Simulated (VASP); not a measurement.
Consider the following.

```yaml
crystal:
  lattice:
    - [1.79027, -3.10085, 0.00000]
    - [1.79027, 3.10085, 0.00000]
    - [0.00000, 0.00000, 5.59588]
  atoms:
    - { symbol: Tb, position: [0.33333, 0.66667, 0.25000] }
    - { symbol: Tb, position: [0.66667, 0.33333, 0.75000] }
```

These are rev-vdW-DF2, VASP's PBE PAW potentials (set 64) (plane waves; VASP 6.6.1) values and carry that method's errors. Run with 520 eV cut-off, 13×13×8 Γ-centred mesh, tetrahedra with Blöchl corrections, potentials Tb_3.

The 4f electrons are frozen in the core of the lanthanide potential, so 4f levels, which can set the real gap, and their magnetism are missing.

**Question.** Predict the energy per atom (σ→0), band gap (on the k-mesh) with the smallest direct gap where there is one.

**Answer.** 
```
Quantity                                                     Value
------------------------  ----------------------------------------
band gap (on the k-mesh)  none (metal, semimetal or under 0.01 eV)
energy per atom (σ→0)                               -2.303 eV/atom
```

The absolute energy has meaning only against runs of the same code, potentials and settings.

The compound is Tb in the hcp structure. It was relaxed first.
